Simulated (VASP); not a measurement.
# Aluminum: how cutoff and mesh change the relaxed cell

How far does the relaxed cell of Aluminum depend on cutoff and k mesh? The starting structure is a measured crystal structure from the Crystallography Open Database. The first relaxation on each setting starts from this cell expanded by 3 % in volume.

Method: Kohn-Sham DFT with plane waves and PAW; PBEsol, in VASP 6.6.1.

## (1) Set-up

Symmetry: Fm-3m, No. 225, cubic system. Conventional cell: a = 4.050 Å, b = 4.050 Å, c = 4.050 Å, α = 90.00°, β = 90.00°, γ = 90.00°. Al has 12 Al at 2.86 Å nearest.

Structure file:

```xyz
1
Lattice="0.0000 2.0248 2.0248 2.0248 0.0000 2.0248 2.0248 2.0248 0.0000" Properties=species:S:1:pos:R:3 pbc="T T T"
Al    0.0000    0.0000    0.0000
```

## (2) Reference relaxation

This run starts from the cell of an earlier relaxation, which isn't shown; the restart sets up the plane waves anew.

File INCAR:

```
SYSTEM = Al
PREC = Accurate
ENCUT = 450
EDIFF = 1E-06
NELM = 100
ISMEAR = 1
SIGMA = 0.15
LREAL = .FALSE.
ALGO = Normal
GGA = PS
NBANDS = 7
LORBIT = 11
LWAVE = .FALSE.
LCHARG = .FALSE.
KPAR = 4
IBRION = 2
NSW = 50
ISIF = 3
EDIFFG = -0.006
```

File POSCAR:

```
Al
1.0
    0.0000000000      2.0079784818      2.0079784818
    2.0079784818      0.0000000000      2.0079784818
    2.0079784818      2.0079784818      0.0000000000
Al
1
Direct
    0.0000000000      0.0000000000      0.0000000000
```

File KPOINTS:

```
Automatic mesh
0
Gamma
18 18 18
0 0 0
```

Potentials, in the order of the species: Al (PBE family, release 64).

Command:

```console
mpirun -np 4 vasp_std
```

Output:

```text
[banner, memory and clock lines left out]
running    4 mpi-ranks, on    1 nodes
 distrk:  each k-point on    1 cores,    4 groups
 distr:  one band on    1 cores,    1 groups

 POSCAR found type information on POSCAR Al
 POSCAR found :  1 types and       1 ions
|                                                                             |
|               ----> ADVICE to this user running VASP <----                  |
|                                                                             |
|     You enforced a specific xc type in the INCAR file but a different       |
|     [... a line on the potential file left out ...]
|     I HOPE YOU KNOW WHAT YOU ARE DOING!                                     |
|                                                                             |

 LDA part: xc-table for (Slater+PW92), standard interpolation
 POSCAR, INCAR and KPOINTS ok, starting setup
 FFT: planning ... GRIDC
 FFT: planning ... GRID_SOFT
 FFT: planning ... GRID
 WAVECAR not read
 entering main loop
       N       E                     dE             d eps       ncg     rms          rms(c)
DAV:   1    -0.274567154537E+01   -0.27457E+01   -0.81578E+02  2786   0.203E+02
DAV:   2    -0.411026019536E+01   -0.13646E+01   -0.13356E+01  3689   0.206E+01
DAV:   3    -0.411827498039E+01   -0.80148E-02   -0.79765E-02  3766   0.173E+00
DAV:   4    -0.411829105875E+01   -0.16078E-04   -0.16078E-04  4039   0.644E-02
DAV:   5    -0.411829107371E+01   -0.14959E-07   -0.13938E-07  3976   0.142E-03    0.143E+00
DAV:   6    -0.410111181330E+01    0.17179E-01   -0.21066E-03  3626   0.218E-01    0.811E-01
DAV:   7    -0.408950843143E+01    0.11603E-01   -0.57672E-03  3437   0.348E-01    0.171E-01
DAV:   8    -0.408949336070E+01    0.15071E-04   -0.22809E-05  4144   0.365E-02    0.107E-02
DAV:   9    -0.408949262019E+01    0.74051E-06   -0.35949E-07  3668   0.303E-03
   1 F= -.40894926E+01 E0= -.40891202E+01  d E =-.408949E+01
 curvature:   0.00 expect dE= 0.000E+00 dE for cont linesearch  0.000E+00
 trial: gam= 0.00000 g(F)=  0.298E-64 g(S)=  0.877E-08 ort = 0.000E+00 (trialstep = 0.100E+01)
 search vector abs. value=  0.887E-08
 reached required accuracy - stopping structural energy minimisation
```

Wall time 2.6 s (4 MPI ranks of Intel Xeon 6975P-C (Granite Rapids), shared host); peak memory 0.48 GiB.

The logs omit lines about the potential files and the build; timing stands in the text.

OUTCAR, selected parts (step 2):

```text
ion  position               nearest neighbor table
   1  0.000  0.000  0.000-

  LATTYP: Found a face centered cubic cell.
 ALAT       =     4.0159569636

 Subroutine GETGRP returns: Found 48 space group operations
 (whereof 48 operations were pure point group operations)

The static configuration has the point symmetry O_h .

 Found    195 irreducible k-points:

   k-points           NKPTS =    195   k-points in BZ     NKDIM =    195   number of bands    NBANDS=      7

   dimension x,y,z NGX =    20 NGY =   20 NGZ =   20
   dimension x,y,z NGXF=    40 NGYF=   40 NGZF=   40

   ENCUT  =  450.0 eV  33.07 Ry    5.75 a.u.   4.91  4.91  4.91*2*pi/ulx,y,z

   NELECT =       3.0000    total number of electrons

 k-points in reciprocal lattice and weights: Automatic mesh
   0.00000000  0.00000000  0.00000000       0.000
   0.05555556  0.00000000  0.00000000       0.001
   0.11111111  0.00000000  0.00000000       0.001
   0.16666667  0.00000000  0.00000000       0.001
   0.22222222  0.00000000  0.00000000       0.001
   0.27777778  0.00000000  0.00000000       0.001
   0.33333333  0.00000000  0.00000000       0.001
   0.38888889  0.00000000  0.00000000       0.001
   0.44444444  0.00000000  0.00000000       0.001
[...]
-0.27777778  0.44444444  0.22222222       0.004
  -0.27777778  0.50000000  0.22222222       0.002

 average (electrostatic) potential at core
       1 -72.0941

 E-fermi :   8.1384

 k-point     1 :       0.0000    0.0000    0.0000
  band No.  band energies     occupation
      1      -3.1130      2.00000
      2      20.8472      0.00000
      3      20.8472      0.00000
      4      20.8472      0.00000
      5      22.4816      0.00000
      6      22.4816      0.00000
    ...

 k-point     2 :       0.0556    0.0000    0.0000
  band No.  band energies     occupation
      1      -3.0280      2.00000
      2      19.3458      0.00000
      3      20.5534      0.00000
      4      20.5534      0.00000
      5      22.9088      0.00000
      6      22.9088      0.00000
    ...

 k-point     3 :       0.1111    0.0000    0.0000
  band No.  band energies     occupation
      1      -2.7735      2.00000
      2      17.1088      0.00000
      3      20.0540      0.00000
      4      20.0540      0.00000
      5      23.0821      0.00000
      6      23.7789      0.00000
    ...

  Total        0.0002461      0.0002461      0.0002461     -0.0000000     -0.0000000     -0.0000000
  in kB        0.0243507      0.0243507      0.0243507     -0.0000000     -0.0000000     -0.0000000
  external PRESSURE =       0.0243507 kB  Pullay stress =       0.0000000 kB

  energy-cutoff  :      450.00
  volume of cell :       16.19
      direct lattice vectors                 reciprocal lattice vectors
     0.000000000  2.007978482  2.007978482    -0.249006652  0.249006652  0.249006652
     2.007978482  0.000000000  2.007978482     0.249006652 -0.249006652  0.249006652
     2.007978482  2.007978482  0.000000000     0.249006652  0.249006652 -0.249006652

 POSITION                                       TOTAL-FORCE (eV/Angst)
 -----------------------------------------------------------------------------------
      0.00000      0.00000      0.00000         0.000000      0.000000      0.000000
 -----------------------------------------------------------------------------------
    total drift:                                0.000000      0.000000     -0.000000

  FREE ENERGIE OF THE ION-ELECTRON SYSTEM (eV)
  ---------------------------------------------------
  free  energy   TOTEN  =        -4.0894926202 eV

  energy  without entropy=       -4.0883752926  energy(sigma->0) =       -4.08912018

 reached required accuracy - stopping structural energy minimisation

 total charge
# of ion       s       p       d       tot
------------------------------------------
    1        0.428   0.347   0.000   0.775

[... 3 further parts left out ...]
```

CONTCAR:

```
Al
   1.00000000000000
     0.0000000000000000    2.0079784817999999    2.0079784817999999
     2.0079784817999999    0.0000000000000000    2.0079784817999999
     2.0079784817999999    2.0079784817999999    0.0000000000000000
  Al
     1
Direct
     0.0000000000000000    0.0000000000000000    0.0000000000000000
```

This run has no spin polarisation. Its electron count is odd, so without a moment it is a metal by construction. The PAW data sets were made with PBE, which is usual practice but a small mismatch for other functionals. The run keeps the 48 symmetry operations of its start, so it cannot find a distortion of lower symmetry.

The reference relaxation ends at 16.192 Å³ an atom. Pressures at 0.985 and 1.015 times this volume, from two more relaxations that aren't shown, give a bulk modulus of 80.8 GPa.

## (3) Relaxation with a cutoff of 240 eV

Against step 2 the input has ENCUT = 240. This run starts from the cell of an earlier relaxation, which isn't shown; the restart sets up the plane waves anew.

Changes to INCAR since step 2:

```diff
@@ -2,3 +2,3 @@
 PREC = Accurate
-ENCUT = 450
+ENCUT = 240
 EDIFF = 1E-06
```

File POSCAR:

```
Al
1.0
    0.0000000000      2.0080850462      2.0080850462
    2.0080850462      0.0000000000      2.0080850462
    2.0080850462      2.0080850462      0.0000000000
Al
1
Direct
    0.0000000000      0.0000000000      0.0000000000
```

KPOINTS is that of step 2.

Command:

```console
mpirun -np 4 vasp_std
```

Output:

```text
[banner, memory and clock lines left out]
running    4 mpi-ranks, on    1 nodes
[...]
[... a notice as in an earlier step ...]

 LDA part: xc-table for (Slater+PW92), standard interpolation
 POSCAR, INCAR and KPOINTS ok, starting setup
[...]
entering main loop
       N       E                     dE             d eps       ncg     rms          rms(c)
DAV:   1    -0.376379017881E+01   -0.37638E+01   -0.60651E+02  3570   0.114E+02
DAV:   2    -0.410604442663E+01   -0.34225E+00   -0.33524E+00  3822   0.110E+01
DAV:   3    -0.410701574471E+01   -0.97132E-03   -0.97031E-03  3514   0.491E-01
DAV:   4    -0.410701667512E+01   -0.93041E-06   -0.92941E-06  4130   0.128E-02
DAV:   5    -0.410701667493E+01    0.19422E-09   -0.17634E-09  3577   0.125E-04    0.181E+00
DAV:   6    -0.408976526698E+01    0.17251E-01   -0.19851E-03  3444   0.194E-01    0.101E+00
DAV:   7    -0.407799315982E+01    0.11772E-01   -0.54015E-03  3367   0.313E-01    0.203E-01
DAV:   8    -0.407795856920E+01    0.34591E-04   -0.19349E-05  4186   0.265E-02    0.295E-02
DAV:   9    -0.407795772736E+01    0.84184E-06   -0.39006E-07  3472   0.278E-03
   1 F= -.40779577E+01 E0= -.40775833E+01  d E =-.407796E+01
[...]
reached required accuracy - stopping structural energy minimisation
```

It took 1.4 s on 4 MPI ranks; peak memory 0.38 GiB; 3.1 s of CPU time.

Parts of OUTCAR (step 3):

```text
  Total        0.0027773      0.0027773      0.0027773      0.0000000     -0.0000000      0.0000000
  in kB        0.2747589      0.2747589      0.2747589      0.0000000     -0.0000000      0.0000000
  external PRESSURE =       0.2747589 kB  Pullay stress =       0.0000000 kB

 POSITION                                       TOTAL-FORCE (eV/Angst)
 -----------------------------------------------------------------------------------
      0.00000      0.00000      0.00000         0.000000      0.000000      0.000000
 -----------------------------------------------------------------------------------
    total drift:                               -0.000000      0.000000     -0.000000

  FREE ENERGIE OF THE ION-ELECTRON SYSTEM (eV)
  ---------------------------------------------------
  free  energy   TOTEN  =        -4.0779577274 eV

  energy  without entropy=       -4.0768345289  energy(sigma->0) =       -4.07758333

[... 2 parts as in an earlier step ...]

[... 2 further parts left out ...]
[key lines of the parts left out:]
E-fermi :   8.1473
```

With a cutoff of 240 eV the cell ends at 16.195 Å³ an atom, +0.02 % from the reference; the bulk modulus is 80.8 GPa against 80.8 GPa.

## (4) Relaxation with a 10×10×10 mesh

Against step 2 the input has a 10×10×10 mesh. This run starts from the cell of an earlier relaxation, which isn't shown; the restart sets up the plane waves anew.

Changes to INCAR since step 3:

```diff
@@ -2,3 +2,3 @@
 PREC = Accurate
-ENCUT = 240
+ENCUT = 450
 EDIFF = 1E-06
```

File POSCAR:

```
Al
1.0
    0.0000000000      2.0051778658      2.0051778658
    2.0051778658      0.0000000000      2.0051778658
    2.0051778658      2.0051778658      0.0000000000
Al
1
Direct
    0.0000000000      0.0000000000      0.0000000000
```

File KPOINTS:

```
Automatic mesh
0
Gamma
10 10 10
0 0 0
```

Command:

```console
mpirun -np 4 vasp_std
```

Output:

```text
[... set-up lines as in an earlier step ...]
 entering main loop
       N       E                     dE             d eps       ncg     rms          rms(c)
DAV:   1    -0.293165194399E+01   -0.29317E+01   -0.72296E+02   665   0.195E+02
DAV:   2    -0.409556341120E+01   -0.11639E+01   -0.11593E+01   931   0.197E+01
DAV:   3    -0.410255178927E+01   -0.69884E-02   -0.69842E-02   903   0.163E+00
DAV:   4    -0.410256225583E+01   -0.10467E-04   -0.10466E-04   987   0.590E-02
DAV:   5    -0.410256227126E+01   -0.15436E-07   -0.15925E-07   917   0.151E-03    0.144E+00
DAV:   6    -0.408479737362E+01    0.17765E-01   -0.22435E-03   854   0.224E-01    0.817E-01
DAV:   7    -0.407288303288E+01    0.11914E-01   -0.60492E-03   833   0.355E-01    0.171E-01
DAV:   8    -0.407286646523E+01    0.16568E-04   -0.24553E-05   980   0.384E-02    0.955E-03
DAV:   9    -0.407286567807E+01    0.78716E-06   -0.40544E-07   903   0.319E-03
   1 F= -.40728657E+01 E0= -.40722544E+01  d E =-.407287E+01
[...]
reached required accuracy - stopping structural energy minimisation
```

Elapsed: 1.2 s, on 4 MPI ranks; peak memory 0.43 GiB; 2.4 s of CPU time.

OUTCAR, selected parts (step 4):

```text
  Total        0.0018826      0.0018826      0.0018826      0.0000000     -0.0000000      0.0000000
  in kB        0.1870583      0.1870583      0.1870583      0.0000000     -0.0000000      0.0000000
  external PRESSURE =       0.1870583 kB  Pullay stress =       0.0000000 kB

 POSITION                                       TOTAL-FORCE (eV/Angst)
 -----------------------------------------------------------------------------------
      0.00000      0.00000      0.00000         0.000000     -0.000000      0.000000
 -----------------------------------------------------------------------------------
    total drift:                                0.000000      0.000000     -0.000000

  FREE ENERGIE OF THE ION-ELECTRON SYSTEM (eV)
  ---------------------------------------------------
  free  energy   TOTEN  =        -4.0728656781 eV

  energy  without entropy=       -4.0710317644  energy(sigma->0) =       -4.07225437

[... 1 part as in an earlier step ...]

[... 3 further parts left out ...]
[key lines of the parts left out:]
E-fermi :   8.3183
```

With a 10×10×10 mesh the cell ends at 16.125 Å³ an atom, -0.42 % from the reference; the bulk modulus is 75.9 GPa against 80.8 GPa.

## (5) Relaxation with a cutoff of 600 eV

Against step 2 the input has ENCUT = 600. This run starts from the cell of an earlier relaxation, which isn't shown; the restart sets up the plane waves anew.

Changes to INCAR since step 4:

```diff
@@ -2,3 +2,3 @@
 PREC = Accurate
-ENCUT = 450
+ENCUT = 600
 EDIFF = 1E-06
```

File POSCAR:

```
Al
1.0
    0.0000000000      2.0080299531      2.0080299531
    2.0080299531      0.0000000000      2.0080299531
    2.0080299531      2.0080299531      0.0000000000
Al
1
Direct
    0.0000000000      0.0000000000      0.0000000000
```

File KPOINTS:

```
Automatic mesh
0
Gamma
18 18 18
0 0 0
```

Command:

```console
mpirun -np 4 vasp_std
```

Output:

```text
[... set-up lines as in an earlier step ...]
 entering main loop
       N       E                     dE             d eps       ncg     rms          rms(c)
DAV:   1    -0.220142869804E+01   -0.22014E+01   -0.90698E+02  2737   0.264E+02
DAV:   2    -0.410725498511E+01   -0.19058E+01   -0.18329E+01  3598   0.242E+01
DAV:   3    -0.411836895230E+01   -0.11114E-01   -0.11102E-01  3857   0.215E+00
DAV:   4    -0.411839332350E+01   -0.24371E-04   -0.24371E-04  4011   0.874E-02
DAV:   5    -0.411839334654E+01   -0.23039E-07   -0.22956E-07  3892   0.200E-03    0.143E+00
DAV:   6    -0.410123521576E+01    0.17158E-01   -0.21087E-03  3549   0.220E-01    0.810E-01
DAV:   7    -0.408964941461E+01    0.11586E-01   -0.57763E-03  3479   0.352E-01    0.171E-01
DAV:   8    -0.408963425209E+01    0.15163E-04   -0.22645E-05  4193   0.370E-02    0.115E-02
DAV:   9    -0.408963348866E+01    0.76343E-06   -0.35399E-07  3759   0.306E-03
   1 F= -.40896335E+01 E0= -.40892613E+01  d E =-.408963E+01
[...]
reached required accuracy - stopping structural energy minimisation
```

The job ended after 3 s (4 MPI ranks; peak memory 0.55 GiB).

Parts of OUTCAR (step 5):

```text
  Total        0.0005211      0.0005211      0.0005211      0.0000000      0.0000000     -0.0000000
  in kB        0.0515575      0.0515575      0.0515575      0.0000000      0.0000000     -0.0000000
  external PRESSURE =       0.0515575 kB  Pullay stress =       0.0000000 kB

 POSITION                                       TOTAL-FORCE (eV/Angst)
 -----------------------------------------------------------------------------------
      0.00000      0.00000      0.00000         0.000000      0.000000     -0.000000
 -----------------------------------------------------------------------------------
    total drift:                               -0.000000     -0.000000     -0.000000

  FREE ENERGIE OF THE ION-ELECTRON SYSTEM (eV)
  ---------------------------------------------------
  free  energy   TOTEN  =        -4.0896334887 eV

  energy  without entropy=       -4.0885167802  energy(sigma->0) =       -4.08926125

[... 2 parts as in an earlier step ...]

[... 2 further parts left out ...]
[key lines of the parts left out:]
E-fermi :   8.1373
```

With a cutoff of 600 eV the cell ends at 16.193 Å³ an atom, +0.01 % from the reference; the bulk modulus is 80.8 GPa against 80.8 GPa.

## (6) Relaxation with a 26×26×26 mesh

Against step 2 the input has a 26×26×26 mesh. This run starts from the cell of an earlier relaxation, which isn't shown; the restart sets up the plane waves anew.

Changes to INCAR since step 5:

```diff
@@ -2,3 +2,3 @@
 PREC = Accurate
-ENCUT = 600
+ENCUT = 450
 EDIFF = 1E-06
```

File POSCAR:

```
Al
1.0
    0.0000000000      2.0079202128      2.0079202128
    2.0079202128      0.0000000000      2.0079202128
    2.0079202128      2.0079202128      0.0000000000
Al
1
Direct
    0.0000000000      0.0000000000      0.0000000000
```

File KPOINTS:

```
Automatic mesh
0
Gamma
26 26 26
0 0 0
```

Command:

```console
mpirun -np 4 vasp_std
```

Output:

```text
[... set-up lines as in an earlier step ...]
 entering main loop
       N       E                     dE             d eps       ncg     rms          rms(c)
DAV:   1    -0.279698829380E+01   -0.27970E+01   -0.79317E+02  7385   0.202E+02
DAV:   2    -0.411372981865E+01   -0.13167E+01   -0.12724E+01  9646   0.199E+01
DAV:   3    -0.412210093912E+01   -0.83711E-02   -0.83657E-02  9688   0.174E+00
DAV:   4    -0.412212106054E+01   -0.20121E-04   -0.20121E-04 11109   0.695E-02
DAV:   5    -0.412212108570E+01   -0.25162E-07   -0.26010E-07  9709   0.158E-03    0.143E+00
DAV:   6    -0.410496905116E+01    0.17152E-01   -0.21039E-03  9527   0.218E-01    0.811E-01
DAV:   7    -0.409337337449E+01    0.11596E-01   -0.57744E-03  8967   0.348E-01    0.171E-01
DAV:   8    -0.409335821123E+01    0.15163E-04   -0.22507E-05 10920   0.360E-02    0.110E-02
DAV:   9    -0.409335749372E+01    0.71751E-06   -0.34162E-07  9723   0.296E-03
   1 F= -.40933575E+01 E0= -.40933034E+01  d E =-.409336E+01
[...]
reached required accuracy - stopping structural energy minimisation
```

Wall time 5 s (4 MPI ranks); peak memory 0.56 GiB; 17 s of CPU time.

Parts of OUTCAR (step 6):

```text
  Total        0.0004151      0.0004151      0.0004151      0.0000000     -0.0000000      0.0000000
  in kB        0.0410778      0.0410778      0.0410778      0.0000000     -0.0000000      0.0000000
  external PRESSURE =       0.0410778 kB  Pullay stress =       0.0000000 kB

  FREE ENERGIE OF THE ION-ELECTRON SYSTEM (eV)
  ---------------------------------------------------
  free  energy   TOTEN  =        -4.0933574937 eV

  energy  without entropy=       -4.0931950887  energy(sigma->0) =       -4.09330336

[... 2 parts as in an earlier step ...]

[... 3 further parts left out ...]
[key lines of the parts left out:]
E-fermi :   8.1586
```

With a 26×26×26 mesh the cell ends at 16.191 Å³ an atom, -0.01 % from the reference; the bulk modulus is 82.5 GPa against 80.8 GPa.

## (7) All runs side by side

```csv
run,volume (Å³/atom),change (%),bulk modulus (GPa),pressure left (GPa),core minutes
reference,16.192,-,80.8,0.0,0.48
a cutoff of 240 eV,16.195,0.02,80.8,0.03,0.213
a 10×10×10 mesh,16.125,-0.42,75.9,0.02,0.187
a cutoff of 600 eV,16.193,0.01,80.8,0.01,0.573
a 26×26×26 mesh,16.191,-0.01,82.5,0.0,0.893
```

Core minutes are wall time times ranks, summed over the relaxations behind a row (those for a bulk modulus apart), on shared hosts.

## (8) What came out

- volume of the reference: 16.19 Å³/atom
- volume against the reference, a cutoff of 240 eV: +0.02 %
- volume against the reference, a 10×10×10 mesh: -0.42 %
- volume against the reference, a cutoff of 600 eV: +0.01 %
- volume against the reference, a 26×26×26 mesh: -0.01 %

The volume moves most with a 10×10×10 mesh: -0.42 % against the reference (450 eV, 18×18×18 mesh). On finer settings it changes by +0.01 % with a cutoff of 600 eV and -0.01 % with a 26×26×26 mesh. The relaxations stop with up to 0.03 GPa left, which at the bulk modulus found here is 0.03 % of the volume. The bulk modulus is more sensitive: it changes by -6.0 % with a 10×10×10 mesh. Further runs on this material are not shown.

[Lines on the potential files, build, host, timing and source positions are cut from VASP's logs without a mark.]

[Logs are printed without paths, hosts, clocks, repeated set-up lines and the standing remarks that a program may print on its own settings, such as how far it seeks lower states.]

[Hosts, paths, dates, database ids (printed as entryN), source tags and the programs' standing remarks are cut or masked in the printed files.]
